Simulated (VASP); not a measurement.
An input for Ansatz (written as the equivalent of a VASP run, and not itself run):

Ansatz 0.2 input:
```yaml
crystal:
  lattice:
    - [0.0000000, 2.1993019, 2.1993019]
    - [2.1993019, 0.0000000, 2.1993019]
    - [2.1993019, 2.1993019, 0.0000000]
  atoms:
    - { symbol: Hf, position: [0.0000000, 0.0000000, 0.0000000] }
    - { symbol: N, position: [0.5000000, 0.5000000, 0.5000000] }
kpoints:
  mp_grid: { grid: [14, 14, 14] }
hamiltonian:
  xc: pbe
  pseudopotentials: { kind: paw }
scf:
  occupations: { method: methfessel_paxton, width: 0.1 }
  max_iter: 100
relax:
  max_steps: 40
  f_tol: 0.02
  cell: { p_target: 45 }
output: { forces: true, stress: true, eigenvalues: true }
```

Translate this input to VASP (INCAR, KPOINTS, POSCAR, choice of POTCAR).

One answer among several that fit: 
### POSCAR
```
HfN
1
    0.0000000000     2.1993019414     2.1993019414
    2.1993019414     0.0000000000     2.1993019414
    2.1993019414     2.1993019414     0.0000000000
Hf N
1 1
Direct
  0.0000000000   0.0000000000   0.0000000000
  0.5000000000   0.5000000000   0.5000000000
```

### INCAR
```
! general
SYSTEM  = HfN
PREC    = Accurate
ENCUT   = 620
LREAL   = F   ! projection in real space or not
LASPH   = T

! electronic loop
EDIFF   = 1E-6
NELM    = 100
ALGO    = Normal   ! blocked Davidson
LMAXMIX = 6   ! l cut-off of mixed one-centre charges

! smearing
ISMEAR  = 1   ! Methfessel-Paxton
SIGMA   = 0.1   ! width (eV)

! functional
GGA     = PE   ! PBE

! ions
IBRION  = 2   ! conjugate gradients
NSW     = 40   ! most ionic steps
ISIF    = 3
EDIFFG  = -0.02   ! ionic stop
PSTRESS = 450

! output
LWAVE   = F
LCHARG  = F
```

**KPOINTS**
```
Automatic mesh
0
Gamma
14 14 14
0 0 0
```

POTCAR, in this order: Hf_pv N (PBE.64 set). Program: vasp_std.

The two are equivalent in intent, not identical: each code has its own PAW files, so the cut-off isn't converted (ENCUT is set for VASP's; basis.ecutwfc is left out, and Ansatz then takes the one that its files recommend); Ansatz stops its SCF on the density residual and VASP on the energy change (EDIFF).

The compound is HfN in the rock salt structure. This run relaxes it under an external pressure of 45 GPa. Symmetry was kept, so distortions that lower it aren't found.
